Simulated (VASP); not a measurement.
Input:

```yaml
crystal:
  lattice:
    - [3.33110, 0.00000, 0.00000]
    - [0.00000, 3.33110, 0.00000]
    - [0.00000, 0.00000, 3.33110]
  atoms:
    - { symbol: In, position: [0.00000, 0.00000, 0.00000] }
    - { symbol: Pd, position: [0.50000, 0.50000, 0.50000] }
```

Level of theory: PBE GGA, VASP's PBE PAW potentials (set 64) (plane waves; VASP). Run with 300 eV cut-off, 10×10×10 Γ-centred mesh, Gaussian smearing of 0.27 eV, potentials In_d Pd.

Task: Give the energies of bands 6 to 14 at the high-symmetry points, in eV from the Fermi level.

Result: 
```tsv
band	Γ	X	M	R
6	-9.67	-6.39	-5.90	-4.58
7	-3.61	-5.69	-3.32	-4.58
8	-3.61	-3.57	-2.58	-4.58
9	-2.19	-3.09	-2.58	-1.63
10	-2.19	-3.09	-2.16	-1.63
11	-2.19	-2.25	-2.16	-0.34
12	4.09	-1.12	-1.66	3.69
13	4.09	9.06	1.16	3.69
14	4.09	9.06	2.26	3.69
```

It has no gap at this level: it comes out as a metal or semimetal.

The structure comes from a computed database's InPd entry; how it stands against other phases isn't given here. The cell was not relaxed at this level. The electron count is odd and the run is not spin-polarised, which forces a metal.
